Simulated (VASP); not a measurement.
These are SCAN meta-GGA, VASP's PBE PAW potentials (set 64) (plane waves; VASP 6.6.1) values and carry that method's errors.

VASP ran on this input.

### INCAR
```
ALGO  =  Normal
EDIFF  =  1E-7
ENCUT  =  520
ISIF  =  2
ISMEAR  =  -5
LASPH  =  T
LCHARG  =  F
LEFG  =  T
LMIXTAU  =  T
LORBIT  =  11
LREAL  =  F
LWAVE  =  F
METAGGA  =  SCAN
NEDOS  =  601
NELM  =  100
PREC  =  Accurate
SYSTEM  =  KMgF3
```

**POSCAR**
```
KMgF3
1
    3.9597453453     0.0000000000     0.0000000000
    0.0000000000     3.9597453453     0.0000000000
    0.0000000000     0.0000000000     3.9597453453
K Mg F
1 1 3
Direct
  0.0000000000   0.0000000000   0.0000000000
  0.5000000000   0.5000000000   0.5000000000
  0.5000000000   0.0000000000   0.5000000000
  0.0000000000   0.5000000000   0.5000000000
  0.5000000000   0.5000000000   0.0000000000
```

**KPOINTS_OPT**
```
k-points along high-symmetry lines
10
Line-mode
Reciprocal
  0.000000   0.000000   0.000000 ! GAMMA
  0.000000   0.500000   0.000000 ! X

  0.000000   0.500000   0.000000 ! X
  0.500000   0.500000   0.000000 ! M

  0.500000   0.500000   0.000000 ! M
  0.000000   0.000000   0.000000 ! GAMMA

  0.000000   0.000000   0.000000 ! GAMMA
  0.500000   0.500000   0.500000 ! R

  0.500000   0.500000   0.500000 ! R
  0.000000   0.500000   0.000000 ! X

  0.500000   0.500000   0.500000 ! R
  0.500000   0.500000   0.000000 ! M
```

KPOINTS:
```
Automatic mesh
0
Gamma
6 6 6
0 0 0
```

POTCAR, in this order: K_sv Mg F (PBE.64 set). Program: vasp_std.

Predict the energy per atom (σ→0), band gap (over mesh and band path).

- energy per atom (σ→0) = -8.353 eV/atom
- band gap (over mesh and band path) = 8.34 eV

File OSZICAR:
```
...
DAV:  21    -0.417655642154E+02   -0.84603E-05   -0.29549E-06   904   0.230E-02    0.258E-03
DAV:  22    -0.417655630848E+02    0.11306E-05   -0.98966E-07   916   0.105E-02    0.309E-03
DAV:  23    -0.417655627868E+02    0.29797E-06   -0.23324E-07   696   0.606E-03    0.215E-03
DAV:  24    -0.417655628228E+02   -0.36044E-07   -0.34500E-08   612   0.216E-03
   1 F= -.41765563E+02 E0= -.41765563E+02  d E =0.000000E+00
       N       E                     dE             ncg
       N       E                     dE             ncg
       N       E                     dE             ncg
```

The compound is KMgF3 in the cubic perovskite structure. It was relaxed first.
